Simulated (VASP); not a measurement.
Level of theory: revPBE GGA, VASP's PBE PAW potentials (set 64) (plane waves; VASP).

VASP input:

File KPOINTS:
```
Automatic mesh
0
Gamma
7 7 3
0 0 0
```

INCAR:
```
SYSTEM=SnSe2
PREC=Accurate; ENCUT=520; LREAL=.FALSE.
LASPH=.TRUE.
EDIFF=1E-7; NELM=100; ALGO=Normal
LMAXMIX=4
ISMEAR=0; SIGMA=0.05
GGA=RE
IBRION=2; NSW=30; ISIF=4
EDIFFG=-0.01
LWAVE=.FALSE.; LCHARG=.FALSE.
```

File POSCAR:
```
SnSe2
1
    1.9119869374    -3.3116587405     0.0000000000
    1.9119869374     3.3116587405     0.0000000000
    0.0000000000     0.0000000000     8.8074622605
Sn Se
1 2
Direct
  0.0000000000   0.0000000000   0.0000000000
  0.3333330000   0.6666670000   0.1774487600
  0.6666670000   0.3333330000   0.8225512400
```

POTCAR, in this order: Sn_d Se (PBE.64 set). Program: vasp_std.

Output of the run:

### OSZICAR
```
       N       E                     dE             d eps       ncg     rms          rms(c)
DAV:   1     0.198442914644E+03    0.19844E+03   -0.12242E+04   680   0.155E+03
DAV:   2     0.955187936814E+01   -0.18889E+03   -0.18523E+03   801   0.347E+02
DAV:   3    -0.106858454789E+02   -0.20238E+02   -0.19953E+02   885   0.119E+02
DAV:   4    -0.112692178183E+02   -0.58337E+00   -0.58278E+00   856   0.222E+01
DAV:   5    -0.112866980175E+02   -0.17480E-01   -0.17480E-01  1107   0.366E+00    0.511E+00
DAV:   6    -0.110336317793E+02    0.25307E+00   -0.61642E-01  1052   0.881E+00    0.335E+00
DAV:   7    -0.110195616299E+02    0.14070E-01   -0.19980E-01   889   0.330E+00    0.882E-01
DAV:   8    -0.110190186940E+02    0.54294E-03   -0.20060E-02   924   0.155E+00    0.272E-01
DAV:   9    -0.110195783003E+02   -0.55961E-03   -0.23187E-03   859   0.404E-01    0.884E-02
DAV:  10    -0.110195358619E+02    0.42438E-04   -0.13456E-04  1093   0.113E-01    0.345E-02
DAV:  11    -0.110194789541E+02    0.56908E-04   -0.22413E-04   918   0.871E-02    0.120E-02
DAV:  12    -0.110194739756E+02    0.49785E-05   -0.64290E-06   918   0.171E-02    0.932E-03
DAV:  13    -0.110194628215E+02    0.11154E-04   -0.12890E-05   925   0.177E-02    0.242E-03
DAV:  14    -0.110194625301E+02    0.29143E-06   -0.30399E-07   858   0.353E-03    0.156E-03
DAV:  15    -0.110194626046E+02   -0.74570E-07   -0.11943E-07   704   0.282E-03
   1 F= -.11019463E+02 E0= -.11019463E+02  d E =-.110195E+02
       N       E                     dE             d eps       ncg     rms          rms(c)
DAV:   1    -0.110391391139E+02   -0.19677E-01   -0.14789E+00   680   0.595E+00    0.387E-01
DAV:   2    -0.110452387415E+02   -0.60996E-02   -0.75748E-02   950   0.167E+00    0.162E-01
DAV:   3    -0.110448193725E+02    0.41937E-03   -0.12530E-03   744   0.296E-01    0.121E-01
DAV:   4    -0.110446818793E+02    0.13749E-03   -0.53740E-04   889   0.195E-01    0.490E-02
DAV:   5    -0.110446665278E+02    0.15351E-04   -0.10519E-04  1014   0.975E-02    0.140E-02
DAV:   6    -0.110446651455E+02    0.13823E-05   -0.12115E-05   956   0.383E-02    0.759E-03
DAV:   7    -0.110446639382E+02    0.12073E-05   -0.26298E-06   877   0.139E-02    0.142E-03
DAV:   8    -0.110446638101E+02    0.12811E-06   -0.60471E-07   966   0.632E-03    0.115E-03
DAV:   9    -0.110446638041E+02    0.59713E-08   -0.64321E-08   585   0.196E-03
   2 F= -.11044664E+02 E0= -.11044664E+02  d E =-.252012E-01
       N       E                     dE             d eps       ncg     rms          rms(c)
DAV:   1    -0.110433526416E+02    0.13112E-02   -0.38630E+00   680   0.960E+00    0.625E-01
DAV:   2    -0.110593754727E+02   -0.16023E-01   -0.19931E-01   935   0.260E+00    0.276E-01
DAV:   3    -0.110583155176E+02    0.10600E-02   -0.32643E-03   751   0.463E-01    0.208E-01
DAV:   4    -0.110579597667E+02    0.35575E-03   -0.13259E-03   878   0.311E-01    0.859E-02
DAV:   5    -0.110579220443E+02    0.37722E-04   -0.27657E-04  1004   0.167E-01    0.220E-02
DAV:   6    -0.110579197742E+02    0.22701E-05   -0.35142E-05   935   0.643E-02    0.119E-02
DAV:   7    -0.110579173388E+02    0.24355E-05   -0.62864E-06   867   0.214E-02    0.213E-03
DAV:   8    -0.110579171595E+02    0.17926E-06   -0.12896E-06   935   0.902E-03    0.165E-03
DAV:   9    -0.110579171447E+02    0.14845E-07   -0.15765E-07   694   0.328E-03
   3 F= -.11057917E+02 E0= -.11057917E+02  d E =-.384545E-01
       N       E                     dE             d eps       ncg     rms          rms(c)
DAV:   1    -0.111390963590E+02   -0.81179E-01   -0.37858E+00   680   0.134E+01    0.149E+00
DAV:   2    -0.111015164819E+02    0.37580E-01   -0.21251E-01   718   0.428E+00    0.839E-01
DAV:   3    -0.110794049273E+02    0.22112E-01   -0.44727E-02   864   0.144E+00    0.355E-01
DAV:   4    -0.110749681508E+02    0.44368E-02   -0.91823E-03   873   0.878E-01    0.992E-02
DAV:   5    -0.110739021707E+02    0.10660E-02   -0.12219E-03   969   0.306E-01    0.543E-02
DAV:   6    -0.110731523214E+02    0.74985E-03   -0.64833E-04   898   0.165E-01    0.125E-02
DAV:   7    -0.110730596402E+02    0.92681E-04   -0.95524E-05   918   0.567E-02    0.132E-02
DAV:   8    -0.110730457105E+02    0.13930E-04   -0.17754E-05   913   0.338E-02    0.461E-03
DAV:   9    -0.110730444562E+02    0.12543E-05   -0.28621E-06  1021   0.149E-02    0.112E-03
DAV:  10    -0.110730444315E+02    0.24707E-07   -0.28748E-07   789   0.446E-03
   4 F= -.11073044E+02 E0= -.11073044E+02  d E =-.151273E-01
       N       E                     dE             d eps       ncg     rms          rms(c)
DAV:   1    -0.111185594382E+02   -0.45515E-01   -0.24026E+00   680   0.107E+01    0.119E+00
DAV:   2    -0.110946633783E+02    0.23896E-01   -0.13327E-01   717   0.342E+00    0.669E-01
DAV:   3    -0.110805140391E+02    0.14149E-01   -0.28331E-02   879   0.118E+00    0.282E-01
DAV:   4    -0.110777974026E+02    0.27166E-02   -0.57277E-03   859   0.715E-01    0.770E-02
DAV:   5    -0.110772372667E+02    0.56014E-03   -0.77110E-04   952   0.239E-01    0.420E-02
DAV:   6    -0.110768838768E+02    0.35339E-03   -0.30716E-04   890   0.129E-01    0.958E-03
DAV:   7    -0.110768417413E+02    0.42136E-04   -0.52533E-05   930   0.465E-02    0.102E-02
DAV:   8    -0.110768362555E+02    0.54857E-05   -0.92218E-06   911   0.279E-02    0.356E-03
DAV:   9    -0.110768358366E+02    0.41889E-06   -0.16714E-06   939   0.116E-02    0.824E-04
DAV:  10    -0.110768358498E+02   -0.13188E-07   -0.16849E-07   647   0.354E-03
   5 F= -.11076836E+02 E0= -.11076836E+02  d E =-.189187E-01
       N       E                     dE             d eps       ncg     rms          rms(c)
DAV:   1    -0.110769283126E+02   -0.92476E-04   -0.49798E-03   680   0.484E-01    0.544E-02
DAV:   2    -0.110768771854E+02    0.51127E-04   -0.26961E-04   704   0.204E-01    0.303E-02
DAV:   3    -0.110768465796E+02    0.30606E-04   -0.56245E-05   926   0.872E-02    0.129E-02
DAV:   4    -0.110768420476E+02    0.45320E-05   -0.13093E-05   907   0.355E-02    0.308E-03
DAV:   5    -0.110768414306E+02    0.61701E-06   -0.19979E-06   935   0.117E-02    0.171E-03
DAV:   6    -0.110768410215E+02    0.40905E-06   -0.48294E-07   748   0.615E-03    0.435E-04
DAV:   7    -0.110768410091E+02    0.12365E-07   -0.91096E-08   715   0.235E-03
   6 F= -.11076841E+02 E0= -.11076841E+02  d E =-.189239E-01
       N       E                     dE             d eps       ncg     rms          rms(c)
DAV:   1    -0.110768635153E+02   -0.22494E-04   -0.12110E-02   680   0.535E-01    0.354E-02
DAV:   2    -0.110769128109E+02   -0.49296E-04   -0.59616E-04   907   0.151E-01    0.123E-02
DAV:   3    -0.110769106231E+02    0.21878E-05   -0.95473E-06   763   0.264E-02    0.889E-03
DAV:   4    -0.110769106304E+02   -0.73405E-08   -0.39308E-06   871   0.165E-02    0.361E-03
DAV:   5    -0.110769110884E+02   -0.45795E-06   -0.72325E-07   880   0.773E-03    0.116E-03
DAV:   6    -0.110769111424E+02   -0.53971E-07   -0.70647E-08   400   0.302E-03
   7 F= -.11076911E+02 E0= -.11076911E+02  d E =-.701332E-04
```

### OUTCAR
```
------------------------ aborting loop because EDIFF is reached ----------------------------------------
  FORCE on cell =-STRESS in cart. coord.  units (eV):
  Direction    XX          YY          ZZ          XY          YZ          ZX
  --------------------------------------------------------------------------------------
  Total        0.0168114      0.0168114      0.0119534      0.0000000      0.0000000      0.0000000
  in kB        0.2414918      0.2414918      0.1717077      0.0000000      0.0000000      0.0000000
  external PRESSURE =       0.2182304 kB  Pullay stress =       0.0000000 kB
  volume of cell :      111.54
      direct lattice vectors                 reciprocal lattice vectors
     1.951082975 -3.379375145 -0.000000000     0.256267932 -0.147956347  0.000000000
     1.951082975  3.379375145  0.000000000     0.256267932  0.147956347 -0.000000000
    -0.000000000  0.000000000  8.458028503     0.000000000 -0.000000000  0.118230862
 POSITION                                       TOTAL-FORCE (eV/Angst)
 -----------------------------------------------------------------------------------
      0.00000      0.00000      0.00000        -0.000000      0.000000      0.000000
      1.95108      1.12646      1.59712         0.000000     -0.000000     -0.003894
      1.95108     -1.12646      6.86091        -0.000000     -0.000000      0.003894
 -----------------------------------------------------------------------------------
    total drift:                               -0.000000      0.000000      0.000000
  FREE ENERGIE OF THE ION-ELECTRON SYSTEM (eV)
  ---------------------------------------------------
  free  energy   TOTEN  =       -11.0769111424 eV

  energy  without entropy=      -11.0769111424  energy(sigma->0) =      -11.07691114

 reached required accuracy - stopping structural energy minimisation
```
(Selected blocks of OUTCAR.)

CONTCAR:
```
SnSe2
   1.00000000000000
     1.9510829747040952   -3.3793751445009566   -0.0000000000000000
     1.9510829747040952    3.3793751445009566    0.0000000000000000
    -0.0000000000000000    0.0000000000000001    8.4580285026884390
  Sn              Se
     1     2
Direct
     0.0000000000000000    0.0000000000000000    0.0000000000000000
     0.3333330000000032    0.6666669999999968    0.1888284437696149
     0.6666669999999968    0.3333330000000032    0.8111715562303851
```

File OUTCAR:
```
 val. band max:        0.9786945135   @ k =   0.1429   0.0000   0.0000

 cond. band min:       1.8949443559   @ k =   0.0000   0.4286   0.3333


 Fermi energy:         1.2611860498

 k-point     1 :       0.0000    0.0000    0.0000
  band No.  band energies     occupation
      1     -20.1421      2.00000
      2     -20.1421      2.00000
      3     -20.1165      2.00000
      4     -20.1070      2.00000
      5     -20.1070      2.00000
      6     -12.1781      2.00000
      7     -10.9517      2.00000
      8      -4.4726      2.00000
      9       0.1448      2.00000
     10       0.5233      2.00000
     11       0.5233      2.00000
     12       0.8872      2.00000
     13       0.8872      2.00000
     14       2.3453      0.00000
     15       4.0750      0.00000
     16       5.5381      0.00000
     17       5.5381      0.00000

 k-point     2 :       0.1429    0.0000    0.0000
  band No.  band energies     occupation
      1     -20.1480      2.00000
      2     -20.1363      2.00000
      3     -20.1130      2.00000
      4     -20.1101      2.00000
      5     -20.1066      2.00000
      6     -12.0019      2.00000
      7     -10.8378      2.00000
      8      -4.5502      2.00000
      9      -0.7727      2.00000
     10       0.0188      2.00000
     11       0.0250      2.00000
     12       0.2651      2.00000
     13       0.9787      2.00000
     14       3.0330      0.00000
     15       4.7288      0.00000
     16       5.5619      0.00000
     17       5.9346      0.00000

 k-point     3 :       0.2857   -0.0000    0.0000
  band No.  band energies     occupation
      1     -20.1639      2.00000
      2     -20.1272      2.00000
      3     -20.1192      2.00000
      4     -20.1019      2.00000
      5     -20.1005      2.00000
      6     -11.5221      2.00000
      7     -10.5858      2.00000
      8      -4.9950      2.00000
      9      -2.2068      2.00000
     10      -0.9328      2.00000
     11      -0.6556      2.00000
...
```

Without a dispersion term in the relaxation, distances and binding between the weakly bound layers, chains or molecules are unreliable, and so is what depends on them. Unless said otherwise, spin-orbit coupling is left out, though it shifts the bands of the heavy elements here.

The compound is SnSe2 in the 1T layered structure. This cell is one point of a volume scan, at 0.94 of the reference volume. Symmetry was kept, so distortions that lower it aren't found.
